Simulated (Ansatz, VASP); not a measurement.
# YSe: VASP beside Ansatz

```
CELL_PARAMETERS angstrom
0.00000 2.81631 2.81631
2.81631 0.00000 2.81631
2.81631 2.81631 0.00000
ATOMIC_POSITIONS crystal
Y 0.00000 0.00000 0.00000
Se 0.50000 0.50000 0.50000
```

Change from the starting cell: volume scaled by 0.94.

Alike in both runs: task single point; functional LDA; k mesh 7 × 7 × 7; occupations fermi-dirac, width 0.03 eV; no spin polarisation.

|  | VASP | Ansatz |
| --- | --- | --- |
| version | VASP 6.6.1 | Ansatz 0.2.0 |
| potentials or method | VASP PAW LDA potentials, release 64 (Y_sv, Se), cutoff 520 eV | all-electron LAPW, scalar-relativistic |

```tsv
	VASP	Ansatz	Ansatz less VASP
pressure (GPa)	0.7	0.5	-0.18
```

Ansatz ran all-electron here, so the differences hold the error of VASP's frozen core and of both bases.
